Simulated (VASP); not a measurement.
Output of a VASP run:

**OSZICAR**
```
...
DAV:   9    -0.263115679458E+02    0.79360E-01   -0.21836E-01  2042   0.484E+00    0.384E-01
DAV:  10    -0.263119753984E+02   -0.40745E-03   -0.23601E-02  1758   0.118E+00    0.190E-01
DAV:  11    -0.263116936821E+02    0.28172E-03   -0.15142E-03  2004   0.411E-01    0.425E-02
DAV:  12    -0.263116884290E+02    0.52530E-05   -0.11156E-04  1830   0.898E-02    0.128E-02
DAV:  13    -0.263116876003E+02    0.82871E-06   -0.68375E-06  1742   0.225E-02
   1 F= -.26311688E+02 E0= -.26311066E+02  d E =-.263117E+02
       N       E                     dE             d eps       ncg     rms          rms(c)
DAV:   1    -0.263141074086E+02   -0.24190E-02   -0.92671E-02  1728   0.250E+00    0.312E-01
DAV:   2    -0.263127404072E+02    0.13670E-02   -0.51071E-03  1798   0.783E-01    0.155E-01
DAV:   3    -0.263123492834E+02    0.39112E-03   -0.99007E-04  1932   0.328E-01    0.809E-02
DAV:   4    -0.263122207965E+02    0.12849E-03   -0.40026E-04  1768   0.163E-01    0.349E-02
DAV:   5    -0.263122216666E+02   -0.87012E-06   -0.23200E-05  1772   0.414E-02    0.123E-02
DAV:   6    -0.263122197776E+02    0.18890E-05   -0.45878E-06  1722   0.185E-02    0.350E-03
DAV:   7    -0.263122197697E+02    0.78253E-08   -0.67992E-07   864   0.636E-03
   2 F= -.26312220E+02 E0= -.26311664E+02  d E =-.532169E-03
       N       E                     dE             d eps       ncg     rms          rms(c)
DAV:   1    -0.263122495669E+02   -0.29789E-04   -0.11603E-03  1728   0.280E-01    0.348E-02
DAV:   2    -0.263122330117E+02    0.16555E-04   -0.63979E-05  1798   0.875E-02    0.173E-02
DAV:   3    -0.263122276931E+02    0.53187E-05   -0.12364E-05  1922   0.368E-02    0.897E-03
DAV:   4    -0.263122259350E+02    0.17581E-05   -0.49172E-06  1640   0.180E-02    0.388E-03
DAV:   5    -0.263122258785E+02    0.56465E-07   -0.25262E-07   864   0.463E-03
   3 F= -.26312226E+02 E0= -.26311681E+02  d E =-.538278E-03
       N       E                     dE             d eps       ncg     rms          rms(c)
DAV:   1    -0.263164738794E+02   -0.42479E-02   -0.10436E-01  1728   0.302E+00    0.466E-01
DAV:   2    -0.263134302857E+02    0.30436E-02   -0.20133E-02  1732   0.162E+00    0.255E-01
DAV:   3    -0.263124288583E+02    0.10014E-02   -0.25119E-03  1748   0.557E-01    0.112E-01
DAV:   4    -0.263123059350E+02    0.12292E-03   -0.10501E-03  1768   0.214E-01    0.386E-02
DAV:   5    -0.263123053783E+02    0.55676E-06   -0.11839E-04  1740   0.787E-02    0.273E-02
DAV:   6    -0.263123006516E+02    0.47266E-05   -0.20519E-05  1750   0.410E-02    0.812E-03
DAV:   7    -0.263123002912E+02    0.36038E-06   -0.34678E-06  1628   0.121E-02
   4 F= -.26312300E+02 E0= -.26311792E+02  d E =-.744127E-04
       N       E                     dE             d eps       ncg     rms          rms(c)
DAV:   1    -0.263131139180E+02   -0.81327E-03   -0.18272E-02  1728   0.126E+00    0.194E-01
DAV:   2    -0.263125855155E+02    0.52840E-03   -0.35039E-03  1732   0.675E-01    0.108E-01
DAV:   3    -0.263124073083E+02    0.17821E-03   -0.43501E-04  1748   0.232E-01    0.479E-02
DAV:   4    -0.263123827614E+02    0.24547E-04   -0.18327E-04  1768   0.907E-02    0.162E-02
DAV:   5    -0.263123824751E+02    0.28634E-06   -0.19027E-05  1736   0.310E-02    0.112E-02
DAV:   6    -0.263123809087E+02    0.15664E-05   -0.31899E-06  1416   0.160E-02    0.336E-03
DAV:   7    -0.263123808077E+02    0.10092E-06   -0.61999E-07   866   0.545E-03
   5 F= -.26312381E+02 E0= -.26311853E+02  d E =-.154929E-03
```

File OUTCAR:
```
------------------------ aborting loop because EDIFF is reached ----------------------------------------
  FORCE on cell =-STRESS in cart. coord.  units (eV):
  Direction    XX          YY          ZZ          XY          YZ          ZX
  --------------------------------------------------------------------------------------
  Total       -0.0009787     -0.0009787      0.0040261      0.0000000      0.0000000      0.0000000
  in kB       -0.0374737     -0.0374737      0.1541568      0.0000000      0.0000000      0.0000000
  external PRESSURE =       0.0264031 kB  Pullay stress =       0.0000000 kB
  volume of cell :       41.84
      direct lattice vectors                 reciprocal lattice vectors
     2.986906332  0.000000000  0.000000000     0.334794563  0.193293727 -0.000000000
    -1.493453166  2.586736820 -0.000000000    -0.000000000  0.386587454  0.000000000
     0.000000000  0.000000000  5.415811837    -0.000000000  0.000000000  0.184644524
 POSITION                                       TOTAL-FORCE (eV/Angst)
 -----------------------------------------------------------------------------------
     -1.49345      2.58674     -0.00000        -0.000000      0.000000      0.000000
     -1.49345      2.58674      2.70791        -0.000000     -0.000000      0.000000
     -0.00000      1.72449      1.35395        -0.000000      0.000000      0.000000
      1.49345      0.86224      4.06186         0.000000     -0.000000     -0.000000
 -----------------------------------------------------------------------------------
    total drift:                               -0.000000      0.000000      0.000000
  FREE ENERGIE OF THE ION-ELECTRON SYSTEM (eV)
  ---------------------------------------------------
  free  energy   TOTEN  =       -26.3123808077 eV

  energy  without entropy=      -26.3107972496  energy(sigma->0) =      -26.31185296

 reached required accuracy - stopping structural energy minimisation
```
(Selected blocks of OUTCAR.)

POSCAR:
```
PdC
1
    2.9933441190    -0.0000000000     0.0000000000
   -1.4966720595     2.5923121069    -0.0000000000
    0.0000000000    -0.0000000000     5.3936386401
Pd C
2 2
Direct
  1.0000000000   0.0000000000   0.0000000000
  1.0000000000   0.0000000000   0.5000000000
  0.3333330000   0.6666670000   0.2500000000
  0.6666670000   0.3333330000   0.7500000000
```

Question: Write an INCAR and KPOINTS that could have produced this output.

Answer: Several could match; the one computed here: the input of the run itself, PBEsol GGA, plane waves, VASP's PBE PAW potentials (set 64).

### INCAR
```
NELM=100   ! most electronic steps
LCHARG=.False.
ISMEAR=1   ! Methfessel-Paxton
SIGMA=0.1   ! width (eV)
LWAVE=.False.
PREC=Accurate
GGA=PS   ! PBEsol
EDIFFG=-0.02
LMAXMIX=4
ISIF=3   ! ions, shape and volume
IBRION=2   ! conjugate gradients
ENCUT=520
ALGO=Normal   ! blocked Davidson
EDIFF=1E-6   ! SCF stop (eV)
LREAL=.False.   ! projection in real space or not
SYSTEM=PdC
LASPH=.True.   ! aspherical one-centre terms
NSW=60   ! most ionic steps
```

File KPOINTS:
```
K-points
0
gamma
 11 11 5
0 0 0
```

POTCAR, in this order: Pd C (PBE.64 set). Program: vasp_std.

The structure was generated: PdC was put into the NiAs type type (P6_3/mmc), which need not be its known phase. This run relaxes it. Symmetry was kept, so distortions that lower it aren't found. The start is the result of an earlier pass.
